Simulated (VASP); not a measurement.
All values below come from PBE GGA, VASP's PBE PAW potentials (set 64) (plane waves; VASP).

VASP input:

**POSCAR**
```
KCl
4.5127850
  0.0000000000   0.7071068239   0.7071068239
  0.7071068239   0.0000000000   0.7071068239
  0.7071068239   0.7071068239   0.0000000000
K Cl
1 1
direct
  0.0000000000   0.0000000000   0.0000000000
  0.5000000000   0.5000000000   0.5000000000
```

**INCAR**
```
! general
SYSTEM  =  KCl
PREC    =  Accurate
ENCUT   =  520   ! plane-wave cut-off (eV)
LREAL   =  .FALSE.
LASPH   =  .TRUE.   ! aspherical one-centre terms
ICHARG  =  11   ! fixed density

! electronic loop
EDIFF   =  1E-6   ! SCF stop (eV)
NELM    =  100
ALGO    =  Normal

! smearing
ISMEAR  =  0   ! Gaussian
SIGMA   =  0.05

! functional
GGA     =  PE

! output
LWAVE   =  .FALSE.
LCHARG  =  .FALSE.
```

File KPOINTS:
```
k-points along high-symmetry lines
15
Line-mode
Reciprocal
  0.000000   0.000000   0.000000 ! GAMMA
  0.500000   0.000000   0.500000 ! X

  0.500000   0.000000   0.500000 ! X
  0.625000   0.250000   0.625000 ! U

  0.375000   0.375000   0.750000 ! K
  0.000000   0.000000   0.000000 ! GAMMA

  0.000000   0.000000   0.000000 ! GAMMA
  0.500000   0.500000   0.500000 ! L

  0.500000   0.500000   0.500000 ! L
  0.500000   0.250000   0.750000 ! W

  0.500000   0.250000   0.750000 ! W
  0.500000   0.000000   0.500000 ! X
```

POTCAR, in this order: K_sv Cl (PBE.64 set). Program: vasp_std. Read from the step before: CHGCAR.

Output

### OSZICAR
```
       N       E                     dE             d eps       ncg     rms          rms(c)
DAV:   1     0.104412407064E+03    0.10441E+03   -0.72530E+03  2160   0.118E+03
DAV:   2     0.603716074269E+00   -0.10381E+03   -0.95772E+02  2744   0.272E+02
DAV:   3    -0.622087580577E+01   -0.68246E+01   -0.67711E+01  2816   0.641E+01
DAV:   4    -0.647495611495E+01   -0.25408E+00   -0.25374E+00  3708   0.112E+01
DAV:   5    -0.647737725582E+01   -0.24211E-02   -0.24209E-02  2816   0.105E+00
DAV:   6    -0.647743763379E+01   -0.60378E-04   -0.60377E-04  3268   0.131E-01
DAV:   7    -0.647743831673E+01   -0.68293E-06   -0.68296E-06  2936   0.165E-02
   1 F= -.64774383E+01 E0= -.64774383E+01  d E =-.296640E-11
```

File OUTCAR:
```
 val. band max:       -2.0045684824   @ k =   0.0000   0.0000   0.0000

 cond. band min:       3.0402785666   @ k =   0.0000   0.0000   0.0000



 k-point     1 :       0.0000    0.0000    0.0000
  band No.  band energies     occupation
      1     -29.3074      2.00000
      2     -14.0765      2.00000
      3     -12.7673      2.00000
      4     -12.7673      2.00000
      5     -12.7673      2.00000
      6      -2.0046      2.00000
      7      -2.0046      2.00000
      8      -2.0046      2.00000
      9       3.0403      0.00000
     10       6.3491      0.00000
     11       6.3491      0.00000
     12       6.3491      0.00000

 k-point     2 :       0.0357    0.0000    0.0357
  band No.  band energies     occupation
      1     -29.3073      2.00000
      2     -14.0798      2.00000
      3     -12.7679      2.00000
      4     -12.7679      2.00000
      5     -12.7624      2.00000
      6      -2.0288      2.00000
      7      -2.0081      2.00000
      8      -2.0081      2.00000
      9       3.0815      0.00000
     10       6.3105      0.00000
     11       6.3809      0.00000
     12       6.3809      0.00000

 k-point     3 :       0.0714    0.0000    0.0714
  band No.  band energies     occupation
      1     -29.3069      2.00000
      2     -14.0886      2.00000
      3     -12.7696      2.00000
      4     -12.7696      2.00000
      5     -12.7490      2.00000
      6      -2.0964      2.00000
      7      -2.0183      2.00000
      8      -2.0183      2.00000
      9       3.1999      0.00000
     10       6.2023      0.00000
     11       6.4756      0.00000
     12       6.4756      0.00000

 k-point     4 :       0.1071    0.0000    0.1071
  band No.  band energies     occupation
      1     -29.3062      2.00000
      2     -14.1007      2.00000
      3     -12.7724      2.00000
      4     -12.7724      2.00000
      5     -12.7305      2.00000
      6      -2.1945      2.00000
      7      -2.0344      2.00000
...
```

The density is held fixed in this step, so its total energy and stress have no physical meaning.

The compound is KCl in the rock salt structure. It was relaxed first.
